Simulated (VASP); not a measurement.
An input for Ansatz (written as the equivalent of a VASP run, and not itself run):

Ansatz 0.2 input:
```yaml
crystal:
  lattice:
    - [0.0000000, 3.3881988, 3.3881988]
    - [3.3881988, 0.0000000, 3.3881988]
    - [3.3881988, 3.3881988, 0.0000000]
  atoms:
    - { symbol: Au, position: [0.0000000, 0.0000000, 0.0000000] }
    - { symbol: Sb, position: [0.2500000, 0.2500000, 0.2500000] }
    - { symbol: Sb, position: [0.7500000, 0.7500000, 0.7500000] }
kpoints:
  mp_grid: { grid: [7, 7, 7] }
hamiltonian:
  xc: r2scan
  pseudopotentials: { kind: paw }
scf:
  occupations: { method: methfessel_paxton, width: 0.1 }
  max_iter: 100
relax:
  max_steps: 60
  f_tol: 0.02
  cell: {}
output: { forces: true, stress: true, eigenvalues: true }
```

Q: Write the VASP files for the same calculation (r2SCAN).

A: One answer among several that fit: 
INCAR:
```
SYSTEM=Sb2Au
PREC=Accurate; ENCUT=400; LREAL=.False.
LASPH=.True.
EDIFF=1E-6; NELM=100; ALGO=Normal
LMAXMIX=6; LMIXTAU=.True.
ISMEAR=1; SIGMA=0.1
METAGGA=R2SCAN
IBRION=2; NSW=60; ISIF=3
EDIFFG=-0.02
LWAVE=.False.; LCHARG=.False.
```

File KPOINTS:
```
Automatic
0
gamma
 7 7 7
```

File POSCAR:
```
Sb2Au
1.0
  0.0000000000   3.3881987899   3.3881987899
  3.3881987899   0.0000000000   3.3881987899
  3.3881987899   3.3881987899   0.0000000000
Au Sb
1 2
Cartesian
  0.0000000000   0.0000000000   0.0000000000
  1.6940993950   1.6940993950   1.6940993950
  5.0822981848   5.0822981848   5.0822981848
```

POTCAR, in this order: Au Sb (PBE.64 set). Program: vasp_std.

The two are equivalent in intent, not identical: each code has its own PAW files, so the cut-off isn't converted (ENCUT is set for VASP's; basis.ecutwfc is left out, and Ansatz then takes the one that its files recommend); Ansatz stops its SCF on the density residual and VASP on the energy change (EDIFF).

The structure comes from a measured Sb2Au entry (Fm-3m) of the Crystallography Open Database, whose conditions weren't checked. This run relaxes it. Symmetry was kept, so distortions that lower it aren't found. The start is the result of an earlier pass.
